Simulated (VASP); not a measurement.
Crystal: Ti.

```
Ti
1.0
     2.95000    0.00000    0.00000
    -1.47500    2.55477    0.00000
     0.00000    0.00000    4.68000
Ti
2
Direct
  0.33333 0.66667 0.25000
  0.66667 0.33333 0.75000
```

| Quantity | Value |
| --- | --- |
| Program | VASP 6.6.1 |
| Task | relaxation of cell and atoms |
| Functional | PBE |
| Potentials or basis | VASP PAW PBE potentials, release 64 (Ti) |
| Cutoff | 520 eV |
| k mesh | 18 × 18 × 10 |
| Occupations | gaussian, width 0.1 eV |
| Spin | no spin polarisation |

At the start: pressure -3.3 GPa; volume 17.64 Å³/atom.

**Question.** How do energy, volume and symmetry change on relaxing?

**Answer.** Over 8 steps the energy falls by 5.4 meV/atom and the volume is 17.12 Å³/atom (-2.9 %); space group P6_3/mmc (No. 194, to 0.05 Å).

Step by step:
```csv
step,energy change (eV),largest force (eV/Å),pressure (GPa),volume (Å³)
1,0.0000,0.0000,-3.27,35.27
2,-0.0041,0.0000,2.83,33.47
3,-0.0108,0.0000,0.01,34.24
4,-0.0108,0.0000,-0.06,34.26
5,-0.0108,0.0000,-0.06,34.27
6,-0.0108,0.0000,-0.06,34.27
7,-0.0108,0.0000,0.06,34.23
8,-0.0108,0.0000,0.01,34.24
```

Final structure:
```
Ti
1.0
     2.92362    0.00000    0.00000
    -1.46181    2.53193    0.00000
     0.00000    0.00000    4.62610
Ti
2
Direct
  0.33333 0.66667 0.25000
  0.66667 0.33333 0.75000
```
